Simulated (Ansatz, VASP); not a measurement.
# Cross-check of BaSrSn2O6 between VASP and Ansatz, part 2 of 2

One calculation is typed for both programs; each brings its own data sets. How far apart do they land? The cell is taken from a series of runs on this material, whose earlier steps may have relaxed, scaled, displaced or heated it; both programs get it as it stands.

VASP 6.6.1 and Ansatz 0.2.0.

So far: Set-up; Ansatz: dielectric response, LDA.

**3. VASP: dielectric response, LDA**

Level of this step: LDA; plane waves and PAW (Ba_sv, Sr_sv, Sn_d, O) (VASP).

The same cell, functional (in two slightly different forms) and mesh now go to VASP, with its own data sets.

Lines of VASP's logs that name or quote its potential files are left out, and so is its time.

Input file INCAR:

```
SYSTEM = BaSrSn2O6
PREC = Accurate
ENCUT = 520
EDIFF = 1E-08
NELM = 120
ISMEAR = 0
SIGMA = 0.01
LREAL = .FALSE.
ALGO = Normal
GGA = CA
NBANDS = 52
LORBIT = 11
LWAVE = .FALSE.
LCHARG = .FALSE.
ISIF = 2
LEPSILON = .TRUE.
LASPH = .TRUE.
GGA_COMPAT = .FALSE.
KPAR = 2
```

Input file POSCAR:

```
BaSrSn2O6
1.0
    4.1464220000      0.0000000000      0.0000000000
    0.0000000000      4.1464220000      0.0000000000
    0.0000000000      0.0000000000      8.2948930000
Ba Sr Sn O
1 1 2 6
Direct
    0.5000000000      0.5000000000      0.0000000000
    0.5000000000      0.5000000000      0.5000000000
    0.0000000000      0.0000000000      0.7472060000
    0.0000000000      0.0000000000      0.2527940000
    0.0000000000      0.0000000000      0.0000000000
    0.0000000000      0.0000000000      0.5000000000
    0.0000000000      0.5000000000      0.2566640000
    0.0000000000      0.5000000000      0.7433360000
    0.5000000000      0.0000000000      0.7433360000
    0.5000000000      0.0000000000      0.2566640000
```

Input file KPOINTS:

```
Automatic mesh
0
Gamma
6 6 4
0 0 0
```

The projector-augmented-wave data sets are Ba_sv, Sr_sv, Sn_d and O (LDA family, release 64).

Started as:

```bash
$ mpirun -np 2 vasp_std
```

Numbers of over 12 decimals in the logs are rounded to 6 here.

The program printed:

```text
[banner, memory and clock lines left out]
running    2 mpi-ranks, on    1 nodes
 distrk:  each k-point on    1 cores,    2 groups
 distr:  one band on    1 cores,    1 groups

 POSCAR found type information on POSCAR BaSrSnO
 POSCAR found :  4 types and      10 ions
 LDA part: xc-table for (Slater(with rela. corr.)+CA(PZ))
 , standard interpolation
 POSCAR, INCAR and KPOINTS ok, starting setup
 FFT: planning ... GRIDC
 FFT: planning ... GRID_SOFT
 FFT: planning ... GRID
 WAVECAR not read
 entering main loop
       N       E                     dE             d eps       ncg     rms          rms(c)
DAV:   1     0.107955470548E+04    0.10796E+04   -0.39763E+04  3388   0.212E+03
DAV:   2     0.108174894901E+03   -0.97138E+03   -0.92509E+03  3456   0.615E+02
DAV:   3    -0.664614477143E+02   -0.17464E+03   -0.17073E+03  3540   0.216E+02
DAV:   4    -0.791708812090E+02   -0.12709E+02   -0.12612E+02  4436   0.604E+01
DAV:   5    -0.796343129816E+02   -0.46343E+00   -0.46275E+00  4840   0.102E+01    0.208E+01
DAV:   6    -0.704447954942E+02    0.91895E+01   -0.43603E+01  4508   0.619E+01    0.136E+01
DAV:   7    -0.705029182412E+02   -0.58123E-01   -0.43803E+00  4004   0.822E+00    0.772E+00
DAV:   8    -0.703540062050E+02    0.14891E+00   -0.93045E-01  4544   0.492E+00    0.158E+00
DAV:   9    -0.703025871907E+02    0.51419E-01   -0.19299E-01  4988   0.333E+00    0.329E-01
DAV:  10    -0.703044067345E+02   -0.18195E-02   -0.14954E-02  4732   0.653E-01    0.148E-01
DAV:  11    -0.703041163936E+02    0.29034E-03   -0.25973E-03  5088   0.314E-01    0.468E-02
DAV:  12    -0.703041253047E+02   -0.89111E-05   -0.20983E-04  4220   0.719E-02    0.373E-02
DAV:  13    -0.703041268690E+02   -0.15643E-05   -0.28463E-05  4988   0.341E-02    0.244E-02
DAV:  14    -0.703041231507E+02    0.37182E-05   -0.93464E-06  4876   0.173E-02    0.110E-02
DAV:  15    -0.703041232581E+02   -0.10736E-06   -0.10293E-06  4840   0.537E-03    0.737E-03
DAV:  16    -0.703041226938E+02    0.56425E-06   -0.32186E-06  4872   0.106E-02    0.703E-04
DAV:  17    -0.703041227126E+02   -0.18788E-07   -0.21762E-07  4136   0.199E-03    0.812E-04
DAV:  18    -0.703041227066E+02    0.60263E-08   -0.30890E-08  3264   0.126E-03
   1 F= -.70304123E+02 E0= -.70304123E+02  d E =-.211141E-24
 Linear response reoptimize wavefunctions to high precision
DAV:   1    -0.703041227072E+02   -0.64574E-09   -0.55151E-09  2656   0.389E-04
DAV:   2    -0.703041227073E+02   -0.52751E-10   -0.10249E-09  2220   0.220E-04
DAV:   3    -0.703041227073E+02   -0.49113E-10   -0.34200E-10  2216   0.102E-04
 Linear response G [H, r] |phi>, progress :
  Direction:   1
       N       E                     dE             d eps       ncg     rms
RMM:   1    -0.252890184868E+03   -0.25289E+03    0.19684E+03  4732   0.251E+02
RMM:   2    -0.276767158449E+03   -0.23877E+02   -0.14558E+02  5765   0.537E+01
RMM:   3    -0.279852366707E+03   -0.30852E+01   -0.24560E+01  6403   0.159E+01
RMM:   4    -0.280255824656E+03   -0.40346E+00   -0.48614E+00  6929   0.514E+00
RMM:   5    -0.280419095228E+03   -0.16327E+00   -0.21732E+00  7163   0.244E+00
RMM:   6    -0.280503542746E+03   -0.84448E-01   -0.10160E+00  7483   0.138E+00
RMM:   7    -0.280545846007E+03   -0.42303E-01   -0.57014E-01  7680   0.871E-01
RMM:   8    -0.280562036415E+03   -0.16190E-01   -0.21640E-01  7860   0.579E-01
RMM:   9    -0.280579958193E+03   -0.17922E-01   -0.81239E-02  7901   0.407E-01
RMM:  10    -0.280587505588E+03   -0.75474E-02   -0.42764E-02  7950   0.289E-01
RMM:  11    -0.280593559509E+03   -0.60539E-02   -0.17360E-02  7855   0.213E-01
RMM:  12    -0.280595897339E+03   -0.23378E-02    0.17650E-02  7771   0.164E-01
RMM:  13    -0.280598796934E+03   -0.28996E-02   -0.12995E-02  7673   0.128E-01
RMM:  14    -0.280600416390E+03   -0.16195E-02   -0.38535E-03  7631   0.101E-01
[...]
RMM:  18    -0.280603121108E+03   -0.60562E-03    0.16334E-03  7709   0.500E-02
RMM:  19    -0.280603490560E+03   -0.36945E-03    0.87593E-04  7741   0.450E-02
RMM:  20    -0.280603256754E+03    0.23381E-03    0.45575E-03  7791   0.414E-02
RMM:  21    -0.280603559473E+03   -0.30272E-03    0.41144E-03  7862   0.389E-02
RMM:  22    -0.280603542915E+03    0.16558E-04    0.35102E-03  7909   0.373E-02
RMM:  23    -0.280603553756E+03   -0.10841E-04    0.48986E-03  7971   0.360E-02
RMM:  24    -0.280603518428E+03    0.35328E-04    0.51237E-03  8011   0.350E-02
RMM:  25    -0.280603527380E+03   -0.89523E-05    0.55947E-03  8062   0.345E-02
 Linear response G [H, r] |phi>, progress :
  Direction:   2
       N       E                     dE             d eps       ncg     rms
RMM:   1    -0.255630425604E+03   -0.25563E+03    0.22206E+03  4562   0.271E+02
RMM:   2    -0.272557711588E+03   -0.16927E+02   -0.13367E+02  5626   0.553E+01
[...]
RMM:  18    -0.164444375995E+01   -0.54949E-06   -0.67770E-06  6467   0.353E-03
RMM:  19    -0.164444407966E+01   -0.31971E-06   -0.10932E-05  6484   0.324E-03
RMM:  20    -0.164444459173E+01   -0.51208E-06   -0.72480E-06  6528   0.298E-03
RMM:  21    -0.164444474196E+01   -0.15023E-06   -0.80743E-06  6571   0.279E-03
RMM:  22    -0.164444489344E+01   -0.15148E-06   -0.64042E-06  6618   0.267E-03
RMM:  23    -0.164444505052E+01   -0.15707E-06   -0.73655E-06  6666   0.256E-03
RMM:  24    -0.164444508854E+01   -0.38023E-07   -0.68235E-06  6707   0.248E-03
[...]
RMM:   6    -0.166145462394E+01   -0.20899E-02   -0.55935E-03 10991   0.145E-01    0.486E-02
RMM:   7    -0.166269843249E+01   -0.12438E-02   -0.37312E-03 10224   0.918E-02    0.347E-02
RMM:   8    -0.166332730332E+01   -0.62887E-03   -0.10607E-03 10390   0.577E-02    0.616E-03
RMM:   9    -0.166334894365E+01   -0.21640E-04   -0.71835E-04 11544   0.361E-02    0.790E-03
RMM:  10    -0.166344404241E+01   -0.95099E-04   -0.40118E-04 11664   0.245E-02    0.536E-03
RMM:  11    -0.166352029075E+01   -0.76248E-04   -0.23256E-04 11388   0.181E-02    0.324E-03
RMM:  12    -0.166351327317E+01    0.70176E-05   -0.17182E-04 11139   0.139E-02    0.387E-03
RMM:  13    -0.166352619142E+01   -0.12918E-04   -0.10387E-04 11946   0.105E-02    0.448E-03
RMM:  14    -0.166350623647E+01    0.19955E-04   -0.74723E-05 11217   0.848E-03    0.828E-03
[...]
RMM:  22    -0.166360957362E+01   -0.10809E-05   -0.60404E-06 10822   0.283E-03    0.141E-03
RMM:  23    -0.166360763038E+01    0.19432E-05   -0.54268E-06 11175   0.267E-03    0.111E-03
RMM:  24    -0.166360491597E+01    0.27144E-05   -0.84510E-06 11569   0.254E-03    0.642E-04
RMM:  25    -0.166360191216E+01    0.30038E-05   -0.72189E-06 11682   0.242E-03    0.210E-04
RMM:  26    -0.166360137934E+01    0.53282E-06   -0.68808E-06 11382   0.232E-03    0.155E-04
RMM:  27    -0.166360157505E+01   -0.19571E-06   -0.93421E-06 11164   0.223E-03    0.145E-04
RMM:  28    -0.166360157349E+01    0.15628E-08   -0.85847E-06 11165   0.217E-03    0.158E-04
RMM:  29    -0.166360179034E+01   -0.21685E-06   -0.93367E-06 11062   0.211E-03    0.164E-04
 change of polarisation eV/A/(eV/A) component  1 :     3.186    -0.311    -0.060
 dielectric tensor                  component  1 :     5.043    -0.394    -0.077
 Linear response to external field, progress :
  Direction:   2
       N       E                     dE             d eps       ncg     rms          rms(c)
RMM:   1    -0.862072346576E+00   -0.86207E+00    0.42925E-01  7364   0.833E+00
RMM:   2    -0.164755372964E+01   -0.78548E+00   -0.40734E-01  9752   0.189E+00    0.206E+00
RMM:   3    -0.161906101130E+01    0.28493E-01   -0.88935E-02  9583   0.975E-01    0.120E+00
RMM:   4    -0.165131379636E+01   -0.32253E-01   -0.53157E-02  9590   0.860E-01    0.240E-01
RMM:   5    -0.165935145800E+01   -0.80377E-02   -0.17718E-02 10219   0.336E-01    0.646E-02
RMM:   6    -0.166143238019E+01   -0.20809E-02   -0.55894E-03 10990   0.145E-01    0.487E-02
RMM:   7    -0.166268297018E+01   -0.12506E-02   -0.37317E-03 10260   0.911E-02    0.342E-02
RMM:   8    -0.166331761131E+01   -0.63464E-03   -0.10400E-03 10463   0.569E-02    0.637E-03
RMM:   9    -0.166334515107E+01   -0.27540E-04   -0.67000E-04 11512   0.359E-02    0.787E-03
RMM:  10    -0.166344336539E+01   -0.98214E-04   -0.42387E-04 11629   0.246E-02    0.515E-03
RMM:  11    -0.166352047171E+01   -0.77106E-04   -0.21889E-04 11279   0.184E-02    0.297E-03
RMM:  12    -0.166350668398E+01    0.13788E-04   -0.19693E-04 11142   0.140E-02    0.404E-03
RMM:  13    -0.166349772580E+01    0.89582E-05   -0.73984E-05 11883   0.106E-02    0.694E-03
RMM:  14    -0.166351789715E+01   -0.20171E-04   -0.83880E-05 11531   0.838E-03    0.609E-03
[...]
RMM:  22    -0.166358808916E+01   -0.20028E-05    0.28327E-06 11042   0.285E-03    0.290E-04
RMM:  23    -0.166358901633E+01   -0.92716E-06    0.20145E-06 10988   0.268E-03    0.270E-04
RMM:  24    -0.166358912536E+01   -0.10903E-06    0.37055E-06 10834   0.253E-03    0.298E-04
RMM:  25    -0.166358896327E+01    0.16209E-06    0.22815E-06 10828   0.241E-03    0.333E-04
RMM:  26    -0.166359002403E+01   -0.10608E-05    0.54715E-06 11142   0.230E-03    0.254E-04
RMM:  27    -0.166359018958E+01   -0.16555E-06   -0.22652E-06 10894   0.222E-03    0.274E-04
RMM:  28    -0.166359039360E+01   -0.20402E-06   -0.48453E-06 10941   0.216E-03    0.278E-04
RMM:  29    -0.166359051778E+01   -0.12419E-06   -0.51960E-06 10964   0.211E-03    0.282E-04
 change of polarisation eV/A/(eV/A) component  2 :    -0.311     3.186    -0.051
 dielectric tensor                  component  2 :    -0.394     5.043    -0.064
 Linear response to external field, progress :
  Direction:   3
       N       E                     dE             d eps       ncg     rms          rms(c)
RMM:   1    -0.829829709535E+00   -0.82983E+00    0.74060E-01  4650   0.836E+00
RMM:   2    -0.163034109900E+01   -0.80051E+00   -0.41390E-01  5977   0.190E+00    0.206E+00
RMM:   3    -0.159694465755E+01    0.33396E-01   -0.10105E-01  5986   0.105E+00    0.122E+00
RMM:   4    -0.162012081520E+01   -0.23176E-01   -0.48089E-02  6095   0.831E-01    0.313E-01
RMM:   5    -0.163416076009E+01   -0.14040E-01   -0.21453E-02  6497   0.336E-01    0.131E-01
RMM:   6    -0.163719838577E+01   -0.30376E-02   -0.57889E-03  6529   0.167E-01    0.461E-02
RMM:   7    -0.163935519259E+01   -0.21568E-02   -0.37071E-03  6588   0.914E-02    0.281E-02
RMM:   8    -0.163962216140E+01   -0.26697E-03   -0.62941E-04  6607   0.537E-02    0.100E-02
RMM:   9    -0.163966083514E+01   -0.38674E-04   -0.69806E-04  6870   0.346E-02    0.680E-03
RMM:  10    -0.163971052211E+01   -0.49687E-04   -0.73688E-05  6727   0.235E-02    0.128E-03
RMM:  11    -0.163970543270E+01    0.50894E-05    0.31542E-04  7199   0.160E-02    0.309E-03
RMM:  12    -0.163972248150E+01   -0.17049E-04   -0.47287E-06  7199   0.114E-02    0.594E-03
RMM:  13    -0.163972689354E+01   -0.44120E-05    0.40023E-06  6997   0.894E-03    0.830E-03
RMM:  14    -0.163973990338E+01   -0.13010E-04   -0.49248E-05  7050   0.696E-03    0.782E-03
[...]
RMM:  22    -0.163979454989E+01   -0.31789E-05    0.23891E-05  6991   0.273E-03    0.508E-04
RMM:  23    -0.163979878074E+01   -0.42308E-05    0.60087E-06  7057   0.260E-03    0.899E-05
RMM:  24    -0.163979887677E+01   -0.96027E-07    0.19972E-05  6731   0.250E-03    0.752E-05
RMM:  25    -0.163979925782E+01   -0.38105E-06    0.10229E-05  6582   0.239E-03    0.113E-04
RMM:  26    -0.163979953008E+01   -0.27226E-06    0.19705E-05  6596   0.233E-03    0.148E-04
RMM:  27    -0.163979913527E+01    0.39480E-06    0.24990E-05  6608   0.225E-03    0.162E-04
RMM:  28    -0.163980093404E+01   -0.17988E-05    0.10661E-05  6626   0.221E-03    0.179E-04
RMM:  29    -0.163979938852E+01    0.15455E-05    0.26230E-05  6699   0.216E-03    0.172E-04
 change of polarisation eV/A/(eV/A) component  3 :    -0.095    -0.006     3.140
 dielectric tensor                  component  3 :    -0.120    -0.008     4.984
 Born effective charges drift removed
```

OUTCAR, selected parts (step 3):

```text
ion  position               nearest neighbor table
   1  0.500  0.500  0.000-   5 2.93   5 2.93   5 2.93   5 2.93  10 2.97   7 2.97   9 2.97  10 2.97
                             8 2.97   7 2.97   8 2.97   9 2.97   3 3.60   4 3.60   4 3.60   4 3.60
   2  0.500  0.500  0.500-   7 2.89   8 2.89   9 2.89  10 2.89   9 2.89  10 2.89   7 2.89   8 2.89
                             6 2.93   6 2.93   6 2.93   6 2.93   3 3.58   4 3.58   4 3.58   4 3.58
   3  0.000  0.000  0.747-   6 2.05   8 2.07   9 2.07   8 2.07   9 2.07   5 2.10   2 3.58   2 3.58
                             2 3.58   2 3.58   1 3.60   1 3.60   1 3.60   1 3.60
   4  0.000  0.000  0.253-   6 2.05   7 2.07  10 2.07   7 2.07  10 2.07   5 2.10   2 3.58   2 3.58
                             2 3.58   2 3.58   1 3.60   1 3.60   1 3.60   1 3.60
   5  0.000  0.000  0.000-   3 2.10   4 2.10   1 2.93   1 2.93   1 2.93   1 2.93
   6  0.000  0.000  0.500-   3 2.05   4 2.05   2 2.93   2 2.93   2 2.93   2 2.93
   7  0.000  0.500  0.257-   4 2.07   4 2.07   2 2.89   2 2.89   1 2.97   1 2.97
   8  0.000  0.500  0.743-   3 2.07   3 2.07   2 2.89   2 2.89   1 2.97   1 2.97
   9  0.500  0.000  0.743-   3 2.07   3 2.07   2 2.89   2 2.89   1 2.97   1 2.97
  10  0.500  0.000  0.257-   4 2.07   4 2.07   2 2.89   2 2.89   1 2.97   1 2.97

  LATTYP: Found a simple tetragonal cell.
 ALAT       =     4.1464220000
 C/A-ratio  =     2.0004941610

 Subroutine GETGRP returns: Found 16 space group operations
 (whereof 16 operations were pure point group operations)

The static configuration has the point symmetry D_4h.

 Found     30 irreducible k-points:

   k-points           NKPTS =     30   k-points in BZ     NKDIM =     30   number of bands    NBANDS=     52

   dimension x,y,z NGX =    32 NGY =   32 NGZ =   64
   dimension x,y,z NGXF=    64 NGYF=   64 NGZF=  128

   ENCUT  =  520.0 eV  38.22 Ry    6.18 a.u.   7.71  7.71 15.42*2*pi/ulx,y,z

   NELECT =      84.0000    total number of electrons

 k-points in reciprocal lattice and weights: Automatic mesh
   0.00000000  0.00000000  0.00000000       0.007
   0.16666667  0.00000000  0.00000000       0.028
   0.33333333  0.00000000  0.00000000       0.028
   0.50000000  0.00000000  0.00000000       0.014
   0.16666667  0.16666667  0.00000000       0.028
   0.33333333  0.16666667  0.00000000       0.056
   0.50000000  0.16666667  0.00000000       0.028
   0.33333333  0.33333333  0.00000000       0.028
   0.50000000  0.33333333  0.00000000       0.028
[...]
0.50000000  0.33333333  0.50000000       0.028
   0.50000000  0.50000000  0.50000000       0.007

 average (electrostatic) potential at core
       1 -32.4695       2 -34.7607       3-101.2566       4-101.2566       5 -70.4973
       6 -70.3960       7 -70.4572       8 -70.4572       9 -70.4572      10 -70.4572

  Total       -7.9616079     -7.9616079     -8.0723708      0.0000000      0.0000000     -0.0000000
  in kB      -89.4444869    -89.4444869    -90.6888505      0.0000000      0.0000000     -0.0000000
  external PRESSURE =     -89.8592748 kB  Pullay stress =       0.0000000 kB

  energy-cutoff  :      520.00
  volume of cell :      142.61
      direct lattice vectors                 reciprocal lattice vectors
     4.146422000  0.000000000  0.000000000     0.241171786  0.000000000  0.000000000
     0.000000000  4.146422000  0.000000000     0.000000000  0.241171786  0.000000000
     0.000000000  0.000000000  8.294893000     0.000000000  0.000000000  0.120556106

 POSITION                                       TOTAL-FORCE (eV/Angst)
 -----------------------------------------------------------------------------------
      2.07321      2.07321      0.00000         0.000000     -0.000000     -0.000000
      2.07321      2.07321      4.14745         0.000000     -0.000000     -0.000000
      0.00000      0.00000      6.19799        -0.000000     -0.000000     -0.077658
      0.00000      0.00000      2.09690         0.000000      0.000000      0.077658
      0.00000      0.00000      0.00000         0.000000     -0.000000     -0.000000
      0.00000      0.00000      4.14745         0.000000     -0.000000     -0.000000
      0.00000      2.07321      2.12900        -0.000000     -0.000000      0.010150
      0.00000      2.07321      6.16589         0.000000     -0.000000     -0.010150
      2.07321      0.00000      6.16589        -0.000000      0.000000     -0.010150
      2.07321      0.00000      2.12900         0.000000     -0.000000      0.010150
 -----------------------------------------------------------------------------------
    total drift:                                0.000000      0.000000     -0.000000

 MACROSCOPIC STATIC DIELECTRIC TENSOR (including local field effects in DFT)
 ------------------------------------------------------
           5.043096     0.000000    -0.000000
           0.000000     5.043096     0.000000
           0.000000    -0.000000     4.984049
 ------------------------------------------------------

 PIEZOELECTRIC TENSOR (including local field effects)  for field in x, y, z        (C/m^2)
          XX          YY          ZZ          XY          YZ          ZX
  --------------------------------------------------------------------------------
  x     0.00000     0.00000     0.00000     0.00000     0.00000     0.00000
  y     0.00000     0.00000     0.00000     0.00000     0.00000     0.00000
  z     0.00000     0.00000     0.00000     0.00000     0.00000     0.00000

 BORN EFFECTIVE CHARGES (including local field effects) (in |e|, cummulative output)
 ---------------------------------------------------------------------------------
 ion    1
    1     2.71849    -0.00000     0.00000
    2     0.00000     2.71849     0.00000
    3     0.00000    -0.00000     2.56613
 ion    2
    1     2.56586    -0.00000     0.00000
    2     0.00000     2.56586     0.00000
    3     0.00000     0.00000     2.70358
 ion    3
    1     4.34290     0.00000     0.00000
    2     0.00000     4.34290     0.00000
    3     0.00000     0.00000     4.34380
 ion    4
    1     4.34290     0.00000     0.00000
    2     0.00000     4.34290     0.00000
    3     0.00000     0.00000     4.34380
 ion    5
    1    -1.85242    -0.00000     0.00000
    2     0.00000    -1.85242     0.00000
    3     0.00000    -0.00000    -3.36342
 ion    6
    1    -1.66726    -0.00000     0.00000
    2     0.00000    -1.66726     0.00000
    3     0.00000     0.00000    -3.56122
 ion    7
    1    -1.75487     0.00000     0.00000
    2     0.00000    -3.47037     0.00000
    3     0.00000    -0.00000    -1.75817
 ion    8
    1    -1.75487     0.00000     0.00000
    2     0.00000    -3.47037     0.00000
    3     0.00000    -0.00000    -1.75817
 ion    9
    1    -3.47037     0.00000     0.00000
    2     0.00000    -1.75487     0.00000
    3     0.00000     0.00000    -1.75817
 ion   10
    1    -3.47037     0.00000     0.00000
    2     0.00000    -1.75487     0.00000
    3     0.00000     0.00000    -1.75817
```

Energies printed during the response cycles are not total energies of the cell. The dielectric response converges more slowly with the mesh than energies do, so tensor and charges may still move on a finer one. Harder data sets than Ba_sv exist (the GW ones), and pressures, volumes and forces can shift noticeably with them.

**4. Comparison**

Known differences besides the potentials themselves: the two LDA forms differ slightly; fixed occupations in Ansatz, narrow Gaussian smearing in VASP; VASP's response is taken on the typed mesh, Ansatz refines its own for the field response alone; the cutoff is 420 eV in Ansatz and 520 eV in VASP; VASP's log shows a relativistic correction to its local exchange, Ansatz's none. Total energies have different zeros and are not compared.

Compared:

| quantity | Ansatz | VASP | difference |
| --- | --- | --- | --- |
| ε∞ xx | 4.95 | 5.04 | -1.90 % |
| ε∞ yy | 4.95 | 5.04 | -1.90 % |
| ε∞ zz | 4.94 | 4.98 | -0.87 % |

**5. Results**

```
difference in ε∞ xx (dielectric response, LDA) : -1.9 %
```

**Reading.** The difference in ε∞ xx is -1.9 % (dielectric response, LDA), within the 5 % picked in this series as the mark of a large difference. How closely two codes agree says nothing of how well the functional describes the real material.

[Lines on the potential files, build, host, timing and source positions are cut from VASP's logs without a mark.]

[Logs are printed without paths, hosts, clocks, repeated set-up lines and the standing remarks that a program may print on its own settings, such as how far it seeks lower states.]

[Hosts, paths, dates, database ids (printed as entryN), source tags and the programs' standing remarks are cut or masked in the printed files.]
